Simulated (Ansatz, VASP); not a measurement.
# La3InN in two plane-wave programs

Wanted: the spread between two codes on one cell, functional and k mesh. The cell is taken from a series of runs on this material, whose earlier steps may have relaxed, scaled, displaced or heated it; both programs get it as it stands.

Calculated with Ansatz 0.2.0; plane waves, with VASP 6.6.1 beside it; relaxation of cell and atoms at PBEsol.

## Step 1: Set-up

Symmetry: Pm-3m, No. 221, cubic system. The conventional cell has a = 5.065 Å, b = 5.065 Å, c = 5.065 Å, α = 90.00°, β = 90.00°, γ = 90.00°. Nearest to La lie 2 N at 2.53 Å. In has 12 La at 3.58 Å nearest. Nearest to N lie 6 La at 2.53 Å. Farther neighbours and most contacts between anions are not listed.

As a file:

```
La In N
1.0
     5.06517    0.00000    0.00000
     0.00000    5.06517    0.00000
     0.00000    0.00000    5.06517
La In N
3 1 1
Direct
  0.50000 0.50000 0.00000
  0.00000 0.50000 0.50000
  0.50000 0.00000 0.50000
  0.00000 0.00000 0.00000
  0.50000 0.50000 0.50000
```

## Step 2: VASP: relaxation of cell and atoms, PBEsol

The relaxed volume is the usual yardstick between codes: in a stiff, nearly cubic crystal its relative difference is about their pressure difference at one cell divided by the bulk modulus.

Lines of VASP's logs that name or quote its potential files are left out, and so is its time.

INCAR reads:

```
SYSTEM = La3InN
PREC = Accurate
ENCUT = 600
EDIFF = 1E-07
NELM = 200
ISMEAR = 1
SIGMA = 0.2
LREAL = .FALSE.
ALGO = Normal
GGA = PS
NBANDS = 31
LASPH = .TRUE.
LORBIT = 11
LWAVE = .FALSE.
LCHARG = .FALSE.
ISIF = 3
IBRION = 2
NSW = 80
EDIFFG = -0.005
GGA_COMPAT = .FALSE.
NELMIN = 4
LMAXMIX = 6
KPAR = 2
```

POSCAR reads:

```
La3InN
1.0
    5.0651710000      0.0000000000      0.0000000000
    0.0000000000      5.0651710000      0.0000000000
    0.0000000000      0.0000000000      5.0651710000
La In N
3 1 1
Direct
    0.5000000987      0.5000000987      0.0000000000
    0.0000000000      0.5000000987      0.5000000987
    0.5000000987      0.0000000000      0.5000000987
    0.0000000000      0.0000000000      0.0000000000
    0.5000000987      0.5000000987      0.5000000987
```

KPOINTS reads:

```
Automatic mesh
0
Gamma
8 8 8
0 0 0
```

Potentials, in the order of the species: La, In_d and N (PBE family, release 64).

Started as:

```bash
$ mpirun -np 2 vasp_std
```

Numbers of over 12 decimals in the logs are rounded to 6 here.

Output:

```text
[banner, memory and clock lines left out]
running    2 mpi-ranks, on    1 nodes
 distrk:  each k-point on    1 cores,    2 groups
 distr:  one band on    1 cores,    1 groups

 POSCAR found type information on POSCAR LaInN
 POSCAR found :  3 types and       5 ions
|                                                                             |
|               ----> ADVICE to this user running VASP <----                  |
|                                                                             |
|     You enforced a specific xc type in the INCAR file but a different       |
|     [... a line on the potential file left out ...]
|     I HOPE YOU KNOW WHAT YOU ARE DOING!                                     |
|                                                                             |

 LDA part: xc-table for (Slater+PW92), standard interpolation
 POSCAR, INCAR and KPOINTS ok, starting setup
 FFT: planning ... GRIDC
 FFT: planning ... GRID_SOFT
 FFT: planning ... GRID
 WAVECAR not read
 entering main loop
       N       E                     dE             d eps       ncg     rms          rms(c)
DAV:   1     0.664043708773E+03    0.66404E+03   -0.20137E+04  2170   0.265E+03
DAV:   2     0.151045844230E+03   -0.51300E+03   -0.50224E+03  3106   0.484E+02
DAV:   3    -0.701052009717E+01   -0.15806E+03   -0.15586E+03  3462   0.308E+02
DAV:   4    -0.329959949760E+02   -0.25985E+02   -0.25113E+02  4076   0.114E+02
DAV:   5    -0.358469510305E+02   -0.28510E+01   -0.27939E+01  4276   0.412E+01    0.110E+01
DAV:   6    -0.322983474489E+02    0.35486E+01   -0.33693E+01  3756   0.300E+01    0.553E+00
DAV:   7    -0.323119994736E+02   -0.13652E-01   -0.44229E+00  4029   0.175E+01    0.277E+00
DAV:   8    -0.322839444899E+02    0.28055E-01   -0.51053E-01  4100   0.499E+00    0.919E-01
DAV:   9    -0.322745290698E+02    0.94154E-02   -0.12014E-01  3997   0.203E+00    0.353E-01
DAV:  10    -0.322747065695E+02   -0.17750E-03   -0.23867E-02  4236   0.102E+00    0.138E-01
DAV:  11    -0.322747050452E+02    0.15243E-05   -0.22570E-03  4173   0.378E-01    0.500E-02
DAV:  12    -0.322747664990E+02   -0.61454E-04   -0.62226E-04  4324   0.149E-01    0.273E-02
DAV:  13    -0.322747859676E+02   -0.19469E-04   -0.18704E-04  4180   0.813E-02    0.151E-02
DAV:  14    -0.322748054465E+02   -0.19479E-04   -0.12269E-04  4132   0.619E-02    0.149E-02
DAV:  15    -0.322748070738E+02   -0.16273E-05   -0.51115E-05  4028   0.405E-02    0.456E-03
DAV:  16    -0.322748092305E+02   -0.21567E-05   -0.31666E-05  4085   0.327E-02    0.286E-03
DAV:  17    -0.322748090969E+02    0.13360E-06   -0.40949E-06  3357   0.170E-02    0.238E-03
DAV:  18    -0.322748092651E+02   -0.16824E-06   -0.90022E-07  3240   0.694E-03    0.110E-03
DAV:  19    -0.322748092020E+02    0.63153E-07   -0.22463E-07  2319   0.497E-03
   1 F= -.32274809E+02 E0= -.32279702E+02  d E =-.322748E+02
 curvature:   0.00 expect dE= 0.000E+00 dE for cont linesearch  0.000E+00
 trial: gam= 0.00000 g(F)=  0.000E+00 g(S)=  0.567E-04 ort = 0.000E+00 (trialstep = 0.100E+01)
 search vector abs. value=  0.567E-04
 bond charge predicted
       N       E                     dE             d eps       ncg     rms          rms(c)
DAV:   1    -0.322753535283E+02   -0.54426E-03   -0.17243E-02  2597   0.128E+00    0.128E-01
DAV:   2    -0.322749220560E+02    0.43147E-03   -0.15336E-03  3237   0.555E-01    0.566E-02
DAV:   3    -0.322748133032E+02    0.10875E-03   -0.64062E-04  3126   0.258E-01    0.173E-02
DAV:   4    -0.322748160416E+02   -0.27384E-05   -0.41592E-05  3748   0.677E-02    0.918E-03
DAV:   5    -0.322748178747E+02   -0.18330E-05   -0.62392E-06  4006   0.205E-02    0.492E-03
DAV:   6    -0.322748188906E+02   -0.10159E-05   -0.11170E-06  3655   0.915E-03    0.253E-03
DAV:   7    -0.322748195935E+02   -0.70288E-06   -0.57067E-07  3257   0.444E-03    0.112E-03
DAV:   8    -0.322748199359E+02   -0.34247E-06   -0.13265E-07  1884   0.452E-03    0.225E-04
DAV:   9    -0.322748199048E+02    0.31147E-07   -0.47766E-08  1638   0.394E-03
   2 F= -.32274820E+02 E0= -.32279703E+02  d E =-.107028E-04
 trial-energy change:   -0.000011  1 .order   -0.000010   -0.000057    0.000037
 step:   0.6182(harm=  0.6031)  dis= 0.00000  next Energy=   -32.274827 (dE=-0.178E-04)
 bond charge predicted
       N       E                     dE             d eps       ncg     rms          rms(c)
DAV:   1    -0.322749049045E+02   -0.84969E-04   -0.25092E-03  2590   0.490E-01    0.487E-02
DAV:   2    -0.322748452381E+02    0.59666E-04   -0.22982E-04  3277   0.210E-01    0.217E-02
DAV:   3    -0.322748295808E+02    0.15657E-04   -0.95044E-05  3214   0.990E-02    0.677E-03
DAV:   4    -0.322748288893E+02    0.69157E-06   -0.57039E-06  3748   0.262E-02    0.348E-03
DAV:   5    -0.322748279694E+02    0.91982E-06   -0.83158E-07  3351   0.751E-03    0.160E-03
DAV:   6    -0.322748276131E+02    0.35632E-06   -0.69445E-08  1743   0.406E-03    0.687E-04
DAV:   7    -0.322748273756E+02    0.23756E-06   -0.40831E-08  1533   0.331E-03    0.113E-04
DAV:   8    -0.322748273819E+02   -0.63255E-08   -0.23816E-08  1505   0.292E-03
   3 F= -.32274827E+02 E0= -.32279715E+02  d E =-.181799E-04
 curvature:  -0.30 expect dE=-0.186E-07 dE for cont linesearch -0.186E-07
 trial: gam= 0.00000 g(F)=  0.128E-47 g(S)=  0.619E-07 ort =-0.187E-05 (trialstep = 0.924E+00)
 search vector abs. value=  0.620E-07
 reached required accuracy - stopping structural energy minimisation
```

From OUTCAR (step 2):

```text
ion  position               nearest neighbor table
   1  0.500  0.500  0.000-   5 2.53   5 2.53   3 3.58   4 3.58   2 3.58   3 3.58   2 3.58   3 3.58
                             4 3.58   2 3.58   4 3.58   3 3.58   2 3.58   4 3.58
   2  0.000  0.500  0.500-   5 2.53   5 2.53   3 3.58   4 3.58   1 3.58   3 3.58   1 3.58   1 3.58
                             4 3.58   3 3.58   4 3.58   1 3.58   3 3.58   4 3.58
   3  0.500  0.000  0.500-   5 2.53   5 2.53   2 3.58   4 3.58   1 3.58   2 3.58   1 3.58   1 3.58
                             4 3.58   2 3.58   4 3.58   1 3.58   2 3.58   4 3.58
   4  0.000  0.000  0.000-   1 3.58   2 3.58   3 3.58   2 3.58   2 3.58   3 3.58   1 3.58   3 3.58
                             1 3.58   3 3.58   2 3.58   1 3.58
   5  0.500  0.500  0.500-   1 2.53   2 2.53   3 2.53   1 2.53   3 2.53   2 2.53

  LATTYP: Found a simple cubic cell.
 ALAT       =     5.0651710000

 Subroutine GETGRP returns: Found 48 space group operations
 (whereof 48 operations were pure point group operations)

The static configuration has the point symmetry O_h .

 Found     35 irreducible k-points:

   k-points           NKPTS =     35   k-points in BZ     NKDIM =     35   number of bands    NBANDS=     31

   dimension x,y,z NGX =    40 NGY =   40 NGZ =   40
   dimension x,y,z NGXF=    80 NGYF=   80 NGZF=   80

   ENCUT  =  600.0 eV  44.10 Ry    6.64 a.u.  10.12 10.12 10.12*2*pi/ulx,y,z

   NELECT =      51.0000    total number of electrons

 k-points in reciprocal lattice and weights: Automatic mesh
   0.00000000  0.00000000  0.00000000       0.002
   0.12500000  0.00000000  0.00000000       0.012
   0.25000000  0.00000000  0.00000000       0.012
   0.37500000  0.00000000  0.00000000       0.012
   0.50000000  0.00000000  0.00000000       0.006
   0.12500000  0.12500000  0.00000000       0.023
   0.25000000  0.12500000  0.00000000       0.047
   0.37500000  0.12500000  0.00000000       0.047
   0.50000000  0.12500000  0.00000000       0.023
[...]
0.50000000  0.50000000  0.37500000       0.012
   0.50000000  0.50000000  0.50000000       0.002

 average (electrostatic) potential at core
       1 -95.2408       2 -95.2408       3 -95.2408       4 -91.7812       5 -59.5468

 E-fermi :   8.3927

 k-point     1 :       0.0000    0.0000    0.0000
  band No.  band energies     occupation
    ...
     23       7.5647      2.00000
     24       7.5647      2.00000
     25       7.5907      2.00000
     26       7.5907      2.00000
     27       7.5907      2.00000
     28       9.3717     -0.00000
     29       9.3717     -0.00000
     30       9.3717     -0.00000
     31      10.2491     -0.00000

 k-point     2 :       0.1250    0.0000    0.0000
  band No.  band energies     occupation
    ...
     23       7.4166      2.00000
     24       7.6278      2.00000
     25       7.7175      2.00002
     26       7.7228      2.00002
     27       7.7228      2.00002
     28       9.2497     -0.00000
     29       9.3068     -0.00000
     30       9.3068     -0.00000
     31      10.1753     -0.00000

 k-point     3 :       0.2500    0.0000    0.0000
  band No.  band energies     occupation
    ...
     23       6.9159      2.00000
     24       7.7261      2.00003
     25       7.8504      2.00085
     26       7.8504      2.00085
     27       8.1472      2.07091
     28       9.2673     -0.00000
     29       9.3625     -0.00000
     30       9.3625     -0.00000
     31       9.9833     -0.00000

  Total        0.0014622      0.0014622      0.0014622      0.0000000     -0.0000000     -0.0000000
  in kB        0.0180416      0.0180416      0.0180416      0.0000000     -0.0000000     -0.0000000
  external PRESSURE =       0.0180416 kB  Pullay stress =       0.0000000 kB

  energy-cutoff  :      600.00
  volume of cell :      129.85
      direct lattice vectors                 reciprocal lattice vectors
     5.063833337 -0.000000000  0.000000000     0.197478853  0.000000000  0.000000000
    -0.000000000  5.063833337  0.000000000     0.000000000  0.197478853  0.000000000
    -0.000000000  0.000000000  5.063833337    -0.000000000 -0.000000000  0.197478853

 POSITION                                       TOTAL-FORCE (eV/Angst)
 -----------------------------------------------------------------------------------
      2.53192      2.53192      0.00000        -0.000000      0.000000      0.000000
     -0.00000      2.53192      2.53192         0.000000      0.000000      0.000000
      2.53192     -0.00000      2.53192         0.000000      0.000000      0.000000
      0.00000      0.00000      0.00000        -0.000000      0.000000      0.000000
      2.53192      2.53192      2.53192         0.000000      0.000000      0.000000
 -----------------------------------------------------------------------------------
    total drift:                               -0.001706     -0.001706     -0.001706

  FREE ENERGIE OF THE ION-ELECTRON SYSTEM (eV)
  ---------------------------------------------------
  free  energy   TOTEN  =       -32.2748273819 eV

  energy  without entropy=      -32.2894887970  energy(sigma->0) =      -32.27971452

 reached required accuracy - stopping structural energy minimisation

 total charge
# of ion       s       p       d       f       tot
--------------------------------------------------
    1        2.056   5.606   0.823   0.148   8.633
    2        2.056   5.606   0.823   0.148   8.633
    3        2.056   5.606   0.823   0.148   8.633
    4        0.890   0.757   9.811   0.000  11.457
    5        1.258   2.362   0.000   0.000   3.620
--------------------------------------------------
tot          8.315  19.937  12.280   0.444  40.976

[... 3 further parts left out ...]
```

CONTCAR:

```
La3InN
   1.00000000000000
     5.0638333366331212   -0.0000000000000000    0.0000000000000000
    -0.0000000000000000    5.0638333366331212    0.0000000000000000
    -0.0000000000000000    0.0000000000000000    5.0638333366331212
  La              In              N
     3     1     1
Direct
     0.5000000986999993    0.5000000986999993    0.0000000000000000
     0.0000000000000000    0.5000000986999993    0.5000000986999993
     0.5000000986999993    0.0000000000000000    0.5000000986999993
     0.0000000000000000    0.0000000000000000    0.0000000000000000
     0.5000000986999993    0.5000000986999993    0.5000000986999993
```

The run keeps the 48 symmetry operations of its start, so it cannot find a distortion of lower symmetry.

(Part 1 of 2 ends here.)

[Lines on the potential files, build, host, timing and source positions are cut from VASP's logs without a mark.]

[Logs are printed without paths, hosts, clocks, repeated set-up lines and the standing remarks that a program may print on its own settings, such as how far it seeks lower states.]

[Hosts, paths, dates, database ids (printed as entryN), source tags and the programs' standing remarks are cut or masked in the printed files.]
